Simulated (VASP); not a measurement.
Calculation: PBEsol GGA, VASP's PBE PAW potentials (set 64) (plane waves; VASP 6.6.1).

VASP ran on this input.

File KPOINTS:
```
Regular mesh
0
G
 8 8 8
```

**POSCAR**
```
PtAl2
1
    0.0000000000     2.8881990238     2.8881990238
    2.9471418610    -0.0589428372     2.9471418610
    2.9471418610     2.9471418610    -0.0589428372
Al Pt
2 1
Direct
  0.2500000000   0.2500000000   0.2500000000
  0.7500000000   0.7500000000   0.7500000000
  0.0000000000   0.0000000000   0.0000000000
```

### INCAR
```
! general
SYSTEM =PtAl2
PREC   =Accurate
ENCUT  =480
LREAL  =F
LASPH  =T

! electronic loop
EDIFF  =1E-7
NELM   =100
ALGO   =Normal
LMAXMIX=6

! smearing
ISMEAR =1
SIGMA  =0.1

! functional
GGA    =PS

! ions
ISIF   =2

! output
LWAVE  =F
LCHARG =F
```

POTCAR, in this order: Al Pt (PBE.64 set). Program: vasp_std.

Problem. What will the output report for the number of irreducible k-points (NKPTS), number of bands (NBANDS), largest plane-wave count, number of space-group operations, FFT grid (NGX, NGY, NGZ)?

Solution. 
| Quantity | Result |
|---|---|
| number of irreducible k-points (NKPTS) | 95 |
| number of bands (NBANDS) | 12 |
| largest plane-wave count | 1243 |
| number of space-group operations | 8 |
| FFT grid (NGX, NGY, NGZ) | 30 × 30 × 30 |

The compound is PtAl2 in the fluorite structure. This cell was strained or had an atom moved on purpose.
